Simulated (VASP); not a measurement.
# Ge (Fd-3m) in VASP: further runs, part 2 of 2

VASP 6.6.1.

### 6 Relaxation of the atoms, PBE (a relaxed cell with its volume scaled by 1.06)

Input file INCAR:

```
PREC     = Accurate       # precision mode
ENCUT    = 600            # plane-wave cutoff, eV
EDIFF    = 1E-7           # SCF threshold, eV
ISMEAR   = 0              # smearing method
SIGMA    = 0.03           # smearing width, eV
LREAL    = False          # projectors in reciprocal space
LASPH    = True           # aspherical terms in the spheres
NELM     = 80             # most SCF steps
ALGO     = Normal         # electronic algorithm
ISIF     = 2              # what is computed and relaxed
LWAVE    = False          # write WAVECAR
LCHARG   = False          # write CHGCAR
GGA      = PE             # functional
IBRION   = 2              # ionic algorithm
NSW      = 40             # ionic steps
EDIFFG   = -0.01          # ionic threshold
```

Input file KPOINTS:

```
Automatic mesh
0
Gamma
  10 10 10
```

Input file POSCAR:

```
Ge                                      
1.0
   -0.0000000000      2.9369960970      2.9369960970
    2.9369960970      0.0000000000      2.9369960970
    2.9369960970      2.9369960970      0.0000000000
  Ge            
     2
Direct
     1.0000000000000000    1.0000000000000000    1.0000000000000000
     0.2500000000000000    0.2500000000000000    0.2500000000000000
```

Potentials or basis: VASP PAW PBE potentials, release 64 (Ge_d).

Started as:

```bash
$ cat potpaw_PBE.64/Ge_d/POTCAR > POTCAR
$ mpirun -np 1 vasp_std > vasp.out
```

OUTCAR:

```text
PREC = Accurate
   ENCUT = 600
   EDIFF = 1E-7
   ISMEAR = 0
   LREAL = False
   LASPH = True
   NELM = 80
   ISIF = 2
   GGA = PE
   IBRION = 2
   NSW = 40
   EDIFFG = -0.01

 ion  position               nearest neighbor table
   1  0.000  0.000  0.000-   2 2.54   2 2.54   2 2.54   2 2.54
   2  0.250  0.250  0.250-   1 2.54   1 2.54   1 2.54   1 2.54

  LATTYP: Found a face centered cubic cell.
 ALAT       =     5.8739921940

  Lattice vectors:

[... 197 lines left out ...]
      6     -20.5436      2.00000
[... 481 lines left out ...]
      5     -20.6379      2.00000
      6     -20.6228      2.00000
[... 10 lines left out ...]
     17      10.1190      0.00000
     18      10.6462      0.00000

 [... further k-points ...]
[... 5 lines left out ...]
  --------------------------------------------------------------------------------------
  -------------------------------------------------------------------------------------
  Total       -0.9530473     -0.9530473     -0.9530473     -0.0000000      0.0000000     -0.0000000
  in kB      -30.1359518    -30.1359518    -30.1359518     -0.0000000      0.0000000     -0.0000000
  external PRESSURE =     -30.1359518 kB  Pullay stress =       0.0000000 kB

 VOLUME and BASIS-vectors are now :
 -----------------------------------------------------------------------------
  energy-cutoff  :      600.00
  volume of cell :       50.67
      direct lattice vectors                 reciprocal lattice vectors
     0.000000000  2.936996097  2.936996097    -0.170241970  0.170241970  0.170241970
     2.936996097  0.000000000  2.936996097     0.170241970 -0.170241970  0.170241970
     2.936996097  2.936996097  0.000000000     0.170241970  0.170241970 -0.170241970

 POSITION                                       TOTAL-FORCE (eV/Angst)
 -----------------------------------------------------------------------------------
      0.00000      0.00000      0.00000         0.000000      0.000000     -0.000000
      1.46850      1.46850      1.46850        -0.000000     -0.000000      0.000000
 -----------------------------------------------------------------------------------
    total drift:                                0.000000      0.000000      0.000000

  FREE ENERGIE OF THE ION-ELECTRON SYSTEM (eV)
  ---------------------------------------------------
  free  energy   TOTEN  =        -9.0055845969 eV

  energy  without entropy=       -9.0055139696  energy(sigma->0) =       -9.00554928

 reached required accuracy - stopping structural energy minimisation
```

OSZICAR:

```text
N       E                     dE             d eps       ncg     rms          rms(c)
DAV:   1     0.169075754220E+03    0.16908E+03   -0.16708E+04  1716   0.443E+03
DAV:   2     0.135211567786E+02   -0.15555E+03   -0.15327E+03  1716   0.553E+02
DAV:   3    -0.832005748031E+01   -0.21841E+02   -0.21651E+02  1852   0.155E+02
DAV:   4    -0.904877593488E+01   -0.72872E+00   -0.72711E+00  1960   0.325E+01
DAV:   5    -0.906166182343E+01   -0.12886E-01   -0.12884E-01  1878   0.447E+00    0.273E+00
DAV:   6    -0.902427615501E+01    0.37386E-01   -0.19333E-02  1924   0.184E+00    0.163E+00
DAV:   7    -0.900384084304E+01    0.20435E-01   -0.40822E-02  1788   0.223E+00    0.141E-01
DAV:   8    -0.900538876326E+01   -0.15479E-02   -0.57031E-03  1896   0.120E+00    0.392E-02
DAV:   9    -0.900554960220E+01   -0.16084E-03   -0.32977E-04  1922   0.303E-01    0.162E-02
DAV:  10    -0.900558267676E+01   -0.33075E-04   -0.66683E-05  2208   0.741E-02    0.503E-03
DAV:  11    -0.900558475037E+01   -0.20736E-05   -0.73220E-06  2154   0.514E-02    0.133E-03
DAV:  12    -0.900558462918E+01    0.12119E-06   -0.62958E-07  1996   0.169E-02    0.278E-04
DAV:  13    -0.900558459687E+01    0.32306E-07   -0.35033E-08  1226   0.212E-03
   1 F= -.90055846E+01 E0= -.90055493E+01  d E =-.900558E+01
```

It took 25 s on 1 thread of Intel Xeon 6975P-C (Granite Rapids), shared host; peak memory 0.21 GiB.

Results:

* Free energy: -9.0056 eV
* Pressure after relaxing: -3.0 GPa
* Band gap on the k mesh: none (metal or under the smearing width)

Final structure:
```
Ge
1.0
     0.00000    2.93700    2.93700
     2.93700    0.00000    2.93700
     2.93700    2.93700    0.00000
Ge
2
Direct
  0.00000 0.00000 0.00000
  0.25000 0.25000 0.25000
```

Caveat: the relaxation stopped at its first step, so nothing moved.

### 7 The runs side by side

| cell | gap on the mesh (eV) | pressure (GPa) |
| --- | --- | --- |
| atoms relaxed from: a relaxed cell with its volume scaled by 0.98 | none | 1.2 |
| atoms relaxed | none | -0.1 |
| atoms relaxed from: a relaxed cell with its volume scaled by 1.02 | none | -1.1 |
| atoms relaxed from: a relaxed cell with its volume scaled by 1.04 | none | -2.1 |
| atoms relaxed from: a relaxed cell with its volume scaled by 1.06 | none | -3.0 |

Alike in all rows: task relaxation of the atoms; level PBE; potentials or basis VASP PAW PBE potentials, release 64 (Ge_d); no spin polarisation; k mesh 10 × 10 × 10; cutoff (eV) 600; smearing gaussian 0.03 eV.

Caveats: the relaxation stopped at its first step, so nothing moved; this crystal is a semiconductor, whose small gap the functional closes, so the metal is an error of the method (some runs).

Total energies depend on the potentials used, so only differences within one code and one set of settings carry meaning.

### 8 How close it comes

Step 3. Against the measured gap of Ge, 0.666 eV (indirect; 293 K; “Electronic and optical properties of SixGe1-x-ySny alloys lattice-matched to Ge”, 2021, arxiv:2109.02782), the calculated 0.00 eV is off by -0.67 eV. 3 values of this kind are on record (0.666 to 0.807 eV); this one was drawn at random among those near their median. Spin-orbit coupling on Ge is left out. The value is that of PBE on a finite k mesh, which can miss the band edges, without temperature or zero-point motion. Semilocal functionals fall short of measured gaps as a rule.
